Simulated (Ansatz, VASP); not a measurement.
# Cr in two plane-wave programs, part 2 of 2

One calculation is typed for both programs; each brings its own data sets and cutoff. How far apart do they land?  The cell is taken from a series of runs on this material, whose earlier steps may have relaxed or scaled it; both programs get it as it stands.

VASP 6.6.1 and Ansatz 0.2.0.

So far: Starting point; Ansatz: single point, PBEsol.

### 3. VASP: single point, PBEsol

Level of this step: PBEsol, spin-polarised from an antiferromagnetic start; plane waves and PAW (Cr_pv) (VASP).

The same cell, functional, mesh and smearing now go to VASP, with its own data sets and cutoff.

Lines of VASP's logs that name or quote its potential files are left out, and so is its time.

Input file INCAR:

```
SYSTEM = Cr
PREC = Accurate
ENCUT = 400
EDIFF = 1E-06
NELM = 100
ISMEAR = -1
SIGMA = 0.1
LREAL = .FALSE.
ALGO = Normal
GGA = PS
NBANDS = 32
ISPIN = 2
MAGMOM = -1.57 -1.57 1.57 1.57
LMAXMIX = 4
LORBIT = 11
LWAVE = .FALSE.
LCHARG = .FALSE.
KPAR = 2
ISIF = 2
```

Input file POSCAR:

```
Cr
1.0
    2.9688993551      0.0000000000      0.0000000000
    0.0000000000      2.9688993551      0.0000000000
    0.0000000000      0.0000000000      5.9377987102
Cr
4
Direct
    0.0000000000      0.0000000000      0.0000000000
    0.0000000000      0.0000000000      0.5000000000
    0.5000000000      0.5000000000      0.2500000000
    0.5000000000      0.5000000000      0.7500000000
```

Input file KPOINTS:

```
Automatic mesh
0
Gamma
8 8 4
0 0 0
```

Potentials, in the order of the species: Cr_pv (PBE family, release 64).

Run with:

```bash
$ mpirun -np 2 vasp_std
```

Numbers of over 12 decimals in the logs are rounded to 6 here.

Log:

```text
[banner, memory and clock lines left out]
running    2 mpi-ranks, on    1 nodes
 distrk:  each k-point on    1 cores,    2 groups
 distr:  one band on    1 cores,    1 groups

 POSCAR found type information on POSCAR Cr
 POSCAR found :  1 types and       4 ions
|                                                                             |
|               ----> ADVICE to this user running VASP <----                  |
|                                                                             |
|     You enforced a specific xc type in the INCAR file but a different       |
|     [... a line on the potential file left out ...]
|     I HOPE YOU KNOW WHAT YOU ARE DOING!                                     |
|                                                                             |

 LDA part: xc-table for (Slater+PW92), standard interpolation
 POSCAR, INCAR and KPOINTS ok, starting setup
 FFT: planning ... GRIDC
 FFT: planning ... GRID_SOFT
 FFT: planning ... GRID
 WAVECAR not read
 entering main loop
       N       E                     dE             d eps       ncg     rms          rms(c)
DAV:   1     0.518565216944E+03    0.51857E+03   -0.23447E+04  5912   0.153E+03
DAV:   2    -0.194024116828E+02   -0.53797E+03   -0.51797E+03  5904   0.502E+02
DAV:   3    -0.471878413593E+02   -0.27785E+02   -0.26663E+02  7408   0.127E+02
DAV:   4    -0.478125560905E+02   -0.62471E+00   -0.61786E+00  6808   0.182E+01
DAV:   5    -0.478325569945E+02   -0.20001E-01   -0.19996E-01  7528   0.304E+00    0.253E+01
DAV:   6    -0.402143949841E+02    0.76182E+01   -0.50360E+01  6448   0.580E+01    0.793E+00
DAV:   7    -0.402847731971E+02   -0.70378E-01   -0.86704E-01  6328   0.931E+00    0.366E+00
DAV:   8    -0.402901352633E+02   -0.53621E-02   -0.88072E-02  7568   0.194E+00    0.198E+00
DAV:   9    -0.403126783730E+02   -0.22543E-01   -0.21263E-01  7496   0.333E+00    0.102E+00
DAV:  10    -0.403193537740E+02   -0.66754E-02   -0.12348E-02  7024   0.823E-01    0.805E-01
DAV:  11    -0.403330059396E+02   -0.13652E-01   -0.97277E-02  7656   0.196E+00    0.531E-01
DAV:  12    -0.403333390811E+02   -0.33314E-03   -0.14044E-02  7368   0.731E-01    0.176E-01
DAV:  13    -0.403334297645E+02   -0.90683E-04   -0.21829E-03  7320   0.352E-01    0.758E-02
DAV:  14    -0.403334543474E+02   -0.24583E-04   -0.94250E-05  6640   0.782E-02    0.443E-02
DAV:  15    -0.403334524049E+02    0.19425E-05   -0.70785E-05  7472   0.604E-02    0.925E-03
DAV:  16    -0.403334525443E+02   -0.13934E-06   -0.42315E-06  6120   0.122E-02
   1 F= -.40333453E+02 E0= -.40310422E+02  d E =-.460614E-01  mag=     0.0000
```

From OUTCAR (step 3):

```text
ion  position               nearest neighbor table
   1  0.000  0.000  0.000-   3 2.57   4 2.57   3 2.57   4 2.57   3 2.57   4 2.57   3 2.57   4 2.57
                             2 2.97   2 2.97
   2  0.000  0.000  0.500-   3 2.57   4 2.57   3 2.57   4 2.57   3 2.57   4 2.57   3 2.57   4 2.57
                             1 2.97   1 2.97
   3  0.500  0.500  0.250-   1 2.57   2 2.57   1 2.57   2 2.57   1 2.57   2 2.57   1 2.57   2 2.57
                             4 2.97   4 2.97
   4  0.500  0.500  0.750-   1 2.57   2 2.57   1 2.57   2 2.57   1 2.57   2 2.57   1 2.57   2 2.57
                             3 2.97   3 2.97

  LATTYP: Found a simple tetragonal cell.
 ALAT       =     2.9688993551
 C/A-ratio  =     2.0000000000

 Subroutine GETGRP returns: Found 16 space group operations
 (whereof 16 operations were pure point group operations)

The static configuration has the point symmetry D_4h.

 Found     45 irreducible k-points:

   k-points           NKPTS =     45   k-points in BZ     NKDIM =     45   number of bands    NBANDS=     32

   dimension x,y,z NGX =    20 NGY =   20 NGZ =   40
   dimension x,y,z NGXF=    40 NGYF=   40 NGZF=   80

   ENCUT  =  400.0 eV  29.40 Ry    5.42 a.u.   4.84  4.84  9.68*2*pi/ulx,y,z

   NELECT =      48.0000    total number of electrons

 k-points in reciprocal lattice and weights: Automatic mesh
   0.00000000  0.00000000  0.00000000       0.004
   0.12500000  0.00000000  0.00000000       0.016
   0.25000000  0.00000000  0.00000000       0.016
   0.37500000  0.00000000  0.00000000       0.016
   0.50000000  0.00000000  0.00000000       0.008
   0.12500000  0.12500000  0.00000000       0.016
   0.25000000  0.12500000  0.00000000       0.031
   0.37500000  0.12500000  0.00000000       0.031
   0.50000000  0.12500000  0.00000000       0.016
[...]
0.50000000  0.37500000  0.50000000       0.016
   0.50000000  0.50000000  0.50000000       0.004

 average (electrostatic) potential at core
       1 -67.1872       2 -67.1872       3 -67.1872       4 -67.1872

 E-fermi :   9.2125

 spin component 1
 k-point     1 :       0.0000    0.0000    0.0000
  band No.  band energies     occupation
    ...
     21       8.3731      0.99977
     22       8.3731      0.99977
     23       8.3731      0.99977
     24       8.4221      0.99963
     25       9.1427      0.66764
     26       9.7253      0.00589
     27       9.7253      0.00589
     28      10.3722      0.00001
     29      10.3722      0.00001
     30      10.7745      0.00000
    ...

 k-point     2 :       0.1250    0.0000    0.0000
  band No.  band energies     occupation
    ...
     21       8.3451      0.99983
     22       8.3451      0.99983
     23       8.4579      0.99947
     24       8.4942      0.99924
     25       9.1201      0.71567
     26       9.7900      0.00309
     27      10.1807      0.00006
     28      10.4011      0.00001
     29      10.4427      0.00000
     30      10.8863      0.00000
    ...

 k-point     3 :       0.2500    0.0000    0.0000
  band No.  band energies     occupation
    ...
     20       7.7767      1.00000
     21       8.2061      0.99996
     22       8.2934      0.99990
     23       8.2934      0.99990
     24       8.6900      0.99465
     25       9.6485      0.01261
     26       9.8665      0.00144
     27       9.9104      0.00093
     28      10.6023      0.00000
     29      10.6023      0.00000
    ...

 k-point     4 :       0.3750    0.0000    0.0000
  band No.  band energies     occupation
    ...
     20       8.2719      0.99992
     21       8.2719      0.99992
     22       8.6654      0.99581
     23       8.9172      0.95040
     24       8.9854      0.90645
     25       9.2143      0.49532
     26       9.9749      0.00049
     27       9.9749      0.00049
     28      10.0063      0.00036
     29      10.3894      0.00001
    ...

 k-point     5 :       0.5000    0.0000    0.0000
  band No.  band energies     occupation
    ...
     19       7.2052      1.00000
     20       8.2777      0.99991
     21       8.2777      0.99991
     22       8.4221      0.99963
     23       9.1427      0.66763
     24       9.7253      0.00589
     25       9.7253      0.00589
     26       9.8420      0.00184
     27      10.0226      0.00030
     28      10.0226      0.00030
    ...

 k-point     6 :       0.1250    0.1250    0.0000
  band No.  band energies     occupation
    ...
     20       8.1784      0.99997
     21       8.1874      0.99996
     22       8.2026      0.99996
     23       8.2851      0.99991
     24       8.6481      0.99647
     25       9.3950      0.13876
     26       9.8952      0.00108
     27      10.1794      0.00006
     28      10.3270      0.00001
     29      10.3884      0.00001
    ...

  Total       -7.7266606     -7.7266606     -7.7263918      0.0000000      0.0000000     -0.0000000
  in kB     -236.5298712   -236.5298712   -236.5216418      0.0000000      0.0000000     -0.0000000
  external PRESSURE =    -236.5271281 kB  Pullay stress =       0.0000000 kB

  energy-cutoff  :      400.00
  volume of cell :       52.34
      direct lattice vectors                 reciprocal lattice vectors
     2.968899355  0.000000000  0.000000000     0.336825160  0.000000000  0.000000000
     0.000000000  2.968899355  0.000000000     0.000000000  0.336825160  0.000000000
     0.000000000  0.000000000  5.937798710     0.000000000  0.000000000  0.168412580

 POSITION                                       TOTAL-FORCE (eV/Angst)
 -----------------------------------------------------------------------------------
      0.00000      0.00000      0.00000        -0.000000     -0.000000      0.000000
      0.00000      0.00000      2.96890        -0.000000     -0.000000     -0.000000
      1.48445      1.48445      1.48445        -0.000000     -0.000000      0.000000
      1.48445      1.48445      4.45335         0.000000      0.000000      0.000000
 -----------------------------------------------------------------------------------
    total drift:                               -0.000000      0.000000      0.000000

  FREE ENERGIE OF THE ION-ELECTRON SYSTEM (eV)
  ---------------------------------------------------
  free  energy   TOTEN  =       -40.3334525443 eV

  energy  without entropy=      -40.2873911269  energy(sigma->0) =      -40.31042184

 total charge
# of ion       s       p       d       tot
------------------------------------------
    1        0.389   6.332   4.099  10.820
    2        0.389   6.332   4.099  10.820
    3        0.389   6.332   4.099  10.820
    4        0.389   6.332   4.099  10.820
--------------------------------------------------
tot          1.555  25.329  16.396  43.280

 magnetization (x)
# of ion       s       p       d       tot
------------------------------------------
    1       -0.017  -0.013  -1.640  -1.670
    2       -0.017  -0.013  -1.640  -1.670
    3        0.017   0.013   1.640   1.670
    4        0.017   0.013   1.640   1.670
--------------------------------------------------
tot         -0.000   0.000   0.000  -0.000

[... 1 further part left out ...]
```

The run ends at a pressure of -23.65 GPa.

### 4. Differences

Known differences besides the PAW data sets themselves: VASP starts from the moments at which Ansatz ended; the data sets hold 56 valence electrons in Ansatz (default PAW (the set named soft_2) files) and 48 in VASP; the cutoff is 420 eV in Ansatz and 400 eV in VASP; Ansatz makes its cores anew for this functional, VASP keeps those of its PBE data sets; VASP leaves aspherical gradient terms in its spheres out (LASPH is not set), Ansatz keeps them; site moments are counted in spheres of each program's own size. Total energies have different zeros and are not compared.

Compared:

```
          quantity  Ansatz   VASP  difference
moment on Cr1 (μB)   -1.57  -1.67       +0.10
moment on Cr2 (μB)   -1.57  -1.67       +0.10
moment on Cr3 (μB)    1.57   1.67       -0.10
moment on Cr4 (μB)    1.57   1.67       -0.10
```

### 5. Results

```json
{"difference in moment on Cr1 (single point, PBEsol)": "0.10 μB"}
```

The difference in moment on Cr1 is 0.10 μB (single point, PBEsol). Differences of this kind measure data sets and numerical settings, not the functional's error against experiment.

[Lines on the potential files, build, host, timing and source positions are cut from VASP's logs without a mark.]

[Logs are printed without paths, hosts, clocks, repeated set-up lines and the standing remarks that a program may print on its own settings, such as how far it seeks lower states.]

[Hosts, paths, dates, database ids (printed as entryN), source tags and the programs' standing remarks are cut or masked in the printed files.]
